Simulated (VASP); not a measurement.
All values below come from PBEsol GGA, VASP's PBE PAW potentials (set 64) (plane waves; VASP).

VASP input:

KPOINTS:
```
Regular mesh
0
G
8 8 6
```

File POSCAR:
```
Ga
1
    2.2344515304    -3.7930763073     0.0000000000
    2.2344515304     3.7930763073     0.0000000000
    0.0000000000     0.0000000000     4.5247719308
Ga
4
Direct
  0.1555209158   0.8444790842   0.9176342126
  0.3444790842   0.6555209158   0.4176342126
  0.6555209158   0.3444790842   0.5823657874
  0.8444790842   0.1555209158   0.0823657874
```

INCAR:
```
# general
SYSTEM  = Ga
PREC    = Accurate
ENCUT   = 480
LREAL   = F
LASPH   = T

# electronic loop
EDIFF   = 1E-7
NELM    = 100
ALGO    = Normal
LMAXMIX = 4

# smearing
ISMEAR  = 1
SIGMA   = 0.1

# functional
GGA     = PS

# ions
ISIF    = 2

# output
LWAVE   = F
LCHARG  = F
```

POTCAR, in this order: Ga_d (PBE.64 set). Program: vasp_std.

Problem. What does the run give for the energy per atom (σ→0), largest force, band gap (on the k-mesh)?

Solution. 
```yaml
energy per atom (σ→0): -323.0 kJ/mol of atoms
band gap (on the k-mesh): none (metal, semimetal or under 0.01 eV)
largest_force: 0.00233 Ry/bohr
```

**OSZICAR**
```
...
DAV:   8    -0.133900477553E+02    0.34311E-02   -0.17018E-02  5747   0.152E+00    0.474E-02
DAV:   9    -0.133901363450E+02   -0.88590E-04   -0.10676E-03  6062   0.384E-01    0.262E-02
DAV:  10    -0.133901358268E+02    0.51818E-06   -0.24630E-04  5964   0.194E-01    0.529E-03
DAV:  11    -0.133901366206E+02   -0.79379E-06   -0.43500E-05  6263   0.862E-02    0.562E-03
DAV:  12    -0.133901356966E+02    0.92399E-06   -0.11142E-05  6038   0.428E-02    0.556E-04
DAV:  13    -0.133901358456E+02   -0.14898E-06   -0.12295E-06  6968   0.826E-03    0.396E-04
DAV:  14    -0.133901358048E+02    0.40805E-07   -0.41082E-08  3355   0.175E-03
   1 F= -.13390136E+02 E0= -.13389479E+02  d E =-.197052E-02
```

The compound is Ga in the alpha structure. This cell was strained or had an atom moved on purpose.
